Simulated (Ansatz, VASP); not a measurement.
# One calculation of Ca3SbP, two programs

```
Ca Sb P
1.0
     5.25162    0.00000    0.00000
     0.00000    5.25162    0.00000
     0.00000    0.00000    5.25162
Ca Sb P
3 1 1
Direct
  0.00000 0.50000 0.50000
  0.50000 0.00000 0.50000
  0.50000 0.50000 0.00000
  0.00000 0.00000 0.00000
  0.50000 0.50000 0.50000
```

Alike in both runs: functional LDA; k mesh 8 × 8 × 8; occupations gaussian, width 0.02 eV; no spin polarisation.

Ansatz relaxed the structure, and its values are those at the end. VASP's run is a single point on that final structure, the one shown.

|  | VASP | Ansatz |
| --- | --- | --- |
| version | VASP 6.6.1 | Ansatz 0.2.0 |
| potentials or method | VASP PAW LDA potentials, release 64 (Ca_sv, Sb, P) | scalar-relativistic, plane waves, PAW |
| plane-wave cutoff (eV) | 520 | 420 |
| valence electrons in the cell | 40 | 50 |

```csv
,VASP,Ansatz,Ansatz less VASP
gap on the k mesh at the Fermi level (eV),0.48,0.50,+0.013
least direct gap on the mesh (eV),0.48,0.50,+0.013
pressure (GPa),0.2,0.0,-0.17
```

The two sets of potentials don't hold the same shells in valence.

Caveats: spin-orbit coupling is left out, which moves the levels of the heavy elements.
